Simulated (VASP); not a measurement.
All values below come from LDA (Ceperley-Alder, Perdew-Zunger), VASP's LDA PAW potentials (set 64) (plane waves; VASP 6.6.1).

VASP input:

**INCAR**
```
ALGO = Normal
EDIFF = 1E-6
ENCUT = 300
ISIF = 2
ISMEAR = -1
LASPH = .True.
LCHARG = .False.
LMAXMIX = 6
LREAL = .False.
LWAVE = .False.
NELM = 100
PREC = Accurate
SIGMA = 0.02
SYSTEM = Rb3Sb2Au3
```

**POSCAR**
```
Rb3Sb2Au3
1
    3.1998030000     1.8474070000     7.1636820000
   -3.1998030000     1.8474070000     7.1636820000
    0.0000000000    -3.6948150000     7.1636820000
Rb Sb Au
3 2 3
Direct
  0.5000000000   0.5000000000   0.5000000000
  0.9193770000   0.9193770000   0.9193770000
  0.0806230000   0.0806230000   0.0806230000
  0.2472400000   0.2472400000   0.2472400000
  0.7527600000   0.7527600000   0.7527600000
  0.5000000000   0.0000000000   0.5000000000
  0.5000000000   0.5000000000   0.0000000000
  0.0000000000   0.5000000000   0.5000000000
```

File KPOINTS:
```
Automatic mesh
0
Gamma
3 3 3
0 0 0
```

POTCAR, in this order: Rb_sv Sb Au (LDA.64 set). Program: vasp_std.

Task: What will the output report for the number of irreducible k-points (NKPTS), largest plane-wave count, number of space-group operations, FFT grid (NGX, NGY, NGZ)?

Result: 
```json
{
  "number of irreducible k-points (NKPTS)": "6",
  "largest_plane_wave_count": "3005",
  "number_of_space_group_operations": "12",
  "FFT grid (NGX, NGY, NGZ)": "48 × 48 × 48"
}
```

The structure comes from a computed database's Rb3Sb2Au3 entry (R-3m); how it stands against other phases isn't given here. The cell was not relaxed at this level, and its volume differs by -5.9 % from the start's.
